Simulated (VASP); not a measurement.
The system is ZrNbP2.

```xyz
4
Lattice="4.7820 0.0000 0.0000 -2.3910 4.1413 0.0000 0.0000 0.0000 4.4731" Properties=species:S:1:pos:R:3 pbc="T T T"
Zr    0.0000    0.0000    0.0000
Nb    0.0000    0.0000    2.2365
P     0.0000    2.7609    2.2365
P     2.3910    1.3804    2.2365
```

The cell was built by a generator and needn't be a form met in nature.

The cell isn't the ideal one: random cell by space group and Wyckoff sites (P6/mmm, No. 191).

- Program: VASP 6.6.1
- Task: relaxation of cell and atoms
- Functional: PBE
- Potentials or basis: VASP PAW PBE potentials, release 64 (Zr_sv, Nb_sv, P)
- Cutoff: 600 eV
- k mesh: 6 × 6 × 4
- Occupations: gaussian, width 0.1 eV
- Spin: no spin polarisation

At the start: pressure 4.7 GPa; volume 22.15 Å³/atom.

Question: Where does the relaxation end?

Answer: Over 8 steps the energy falls by 335.3 meV/atom and the volume is 21.97 Å³/atom (-0.8 %); space group P6/mmm (No. 191, to 0.05 Å).

Step by step:
| step | energy change (eV) | largest force (eV/Å) | pressure (GPa) | volume (Å³) |
| --- | --- | --- | --- | --- |
| 1 | 0.0000 | 0.0000 | 4.72 | 88.58 |
| 2 | -0.9930 | 0.0000 | -3.51 | 94.61 |
| 3 | -1.2695 | 0.0000 | -4.51 | 92.65 |
| 4 | -1.2689 | 0.0000 | -4.47 | 92.59 |
| 5 | -1.3046 | 0.0000 | 3.31 | 85.22 |
| 6 | -1.3403 | 0.0000 | -0.21 | 88.16 |
| 7 | -1.3403 | 0.0000 | -0.11 | 88.08 |
| 8 | -1.3412 | 0.0000 | 0.07 | 87.87 |

Final structure:
```
CELL_PARAMETERS angstrom
4.49559 0.00000 0.00000
-2.24779 3.89329 0.00000
0.00000 0.00000 5.02060
ATOMIC_POSITIONS crystal
Zr 0.00000 0.00000 0.00000
Nb 0.00000 0.00000 0.50000
P 0.33333 0.66667 0.50000
P 0.66667 0.33333 0.50000
```
